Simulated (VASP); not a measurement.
These are rev-vdW-DF2, VASP's PBE PAW potentials (set 64) (plane waves; VASP 6.6.1) values and carry that method's errors.

The input files of a VASP run:

**POSCAR**
```
Li
1
   -1.7136238907     1.7136238907     1.7136238907
    1.7136238907    -1.7136238907     1.7136238907
    1.7136238907     1.7136238907    -1.7136238907
Li
1
Direct
  0.0000000000   0.0000000000   0.0000000000
```

### INCAR
```
! general
SYSTEM  =Li
PREC    =Accurate
ENCUT   =520
LREAL   =.False.
LASPH   =.True.

! electronic loop
EDIFF   =1E-6
NELM    =100
ALGO    =Normal

! smearing
ISMEAR  =1
SIGMA   =0.1

! functional
GGA     =MK
LUSE_VDW=.True.
AGGAC   =0.0
PARAM1  =0.1234568
PARAM2  =0.7114
ZAB_VDW =-1.8867

! ions
IBRION  =2
NSW     =60
ISIF    =3
EDIFFG  =-0.01

! output
LWAVE   =.False.
LCHARG  =.False.
```

**KPOINTS**
```
Automatic mesh
0
Gamma
13 13 13
0 0 0
```

POTCAR, in this order: Li_sv (PBE.64 set). Program: vasp_std.

The resulting files:

OSZICAR:
```
       N       E                     dE             d eps       ncg     rms          rms(c)
DAV:   1     0.113268882431E+01    0.11327E+01   -0.71622E+02   850   0.425E+02
DAV:   2    -0.106132961111E+01   -0.21940E+01   -0.21094E+01  1185   0.572E+01
DAV:   3    -0.115675340431E+01   -0.95424E-01   -0.95294E-01  1085   0.837E+00
DAV:   4    -0.115835149480E+01   -0.15981E-02   -0.15980E-02  1105   0.104E+00
DAV:   5    -0.115836538661E+01   -0.13892E-04   -0.13892E-04  1080   0.990E-02    0.233E-01
DAV:   6    -0.115829213748E+01    0.73249E-04   -0.42518E-04  1030   0.187E-01    0.136E-01
DAV:   7    -0.115846455147E+01   -0.17241E-03   -0.11205E-03   985   0.320E-01    0.224E-02
DAV:   8    -0.115851932813E+01   -0.54777E-04   -0.40211E-04  1165   0.176E-01    0.176E-02
DAV:   9    -0.115851448315E+01    0.48450E-05   -0.52179E-06  1030   0.223E-02    0.157E-03
DAV:  10    -0.115851352868E+01    0.95447E-06   -0.13352E-06   875   0.138E-02
   1 F= -.11585135E+01 E0= -.11585158E+01  d E =-.115851E+01
```

File OUTCAR:
```
------------------------ aborting loop because EDIFF is reached ----------------------------------------
  FORCE on cell =-STRESS in cart. coord.  units (eV):
  Direction    XX          YY          ZZ          XY          YZ          ZX
  --------------------------------------------------------------------------------------
  Total       -0.0027593     -0.0027593     -0.0027593     -0.0000000     -0.0000000     -0.0000000
  in kB       -0.2196331     -0.2196331     -0.2196331     -0.0000000     -0.0000000     -0.0000000
  external PRESSURE =      -0.2196331 kB  Pullay stress =       0.0000000 kB
  volume of cell :       20.13
      direct lattice vectors                 reciprocal lattice vectors
    -1.713623891  1.713623891  1.713623891     0.000000000  0.291779312  0.291779312
     1.713623891 -1.713623891  1.713623891     0.291779312  0.000000000  0.291779312
     1.713623891  1.713623891 -1.713623891     0.291779312  0.291779312  0.000000000
 POSITION                                       TOTAL-FORCE (eV/Angst)
 -----------------------------------------------------------------------------------
      0.00000      0.00000      0.00000        -0.000000      0.000000      0.000000
 -----------------------------------------------------------------------------------
    total drift:                               -0.000000     -0.000000      0.000000
  FREE ENERGIE OF THE ION-ELECTRON SYSTEM (eV)
  ---------------------------------------------------
  free  energy   TOTEN  =        -1.1585135287 eV

  energy  without entropy=       -1.1585203130  energy(sigma->0) =       -1.15851579

 reached required accuracy - stopping structural energy minimisation
```
(Selected blocks of OUTCAR.)

The compound is Li in the bcc structure. It was relaxed first, which changed the volume by -5 %. The start is the result of an earlier pass.
